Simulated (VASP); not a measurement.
```
CELL_PARAMETERS angstrom
      4.29286     0.00000     0.00000
      0.00000     4.29286     0.00000
      0.00000     0.00000     2.73147
ATOMIC_POSITIONS crystal
  Si 0.50000 0.50000 0.50000
  Si 0.00000 0.00000 0.00000
  O  0.69316 0.69316 0.00000
  O  0.30684 0.30684 0.00000
  O  0.80684 0.19316 0.50000
  O  0.19316 0.80684 0.50000
```

Level of theory: PBE GGA, VASP's PBE PAW potentials (set 64) (plane waves; VASP 6.6.1). Run with 400 eV cut-off, 8×8×12 Γ-centred mesh, Gaussian smearing of 0.010 eV, potentials Si O.

At this cut-off the stress carries a Pulay error, which pulls relaxed volumes low. Energy and stress use the plane-wave basis of the starting cell.

Problem. The ions, cell shape and volume are relaxed. Give the cell that the relaxation ends in.

Solution. 
```
CELL_PARAMETERS angstrom
      4.19956     0.00000     0.00000
      0.00000     4.19956     0.00000
      0.00000     0.00000     2.68502
ATOMIC_POSITIONS crystal
  Si 0.50000 0.50000 0.50000
  Si 0.00000 0.00000 0.00000
  O  0.69396 0.69396 0.00000
  O  0.30604 0.30604 0.00000
  O  0.80604 0.19396 0.50000
  O  0.19396 0.80604 0.50000
```
Space group P4_2/mnm (136), at a tolerance of 0.03 Å.

Problem. How do energy and volume change from the first to the last step?

Solution. The energy (σ→0) changes by -30.4 meV/atom and the volume by -5.9 %, in 8 ionic steps.

```tsv
step	E(σ→0) (eV)	max force (eV/Å)	pressure (GPa)	volume (Å³)
1	-46.3198	0.292	-19.24	50.34
2	-45.9745	1.409	40.17	43.35
3	-46.4959	0.215	-0.91	47.65
4	-46.4960	0.230	-0.40	47.59
5	-46.5017	0.021	-0.09	47.40
6	-46.5017	0.032	-0.08	47.39
7	-46.5021	0.010	0.13	47.35
8	-46.5021	0.002	0.09	47.35
```

The structure comes from a computed database's SiO2 entry; how it stands against other phases isn't given here. This run relaxes it. Symmetry was kept, so distortions that lower it aren't found. The run is one of a series of settings (EDIFFG = -0.01, IBRION = 2, ISIF = 3, NSW = 50 against the base run), some of them coarse on purpose.
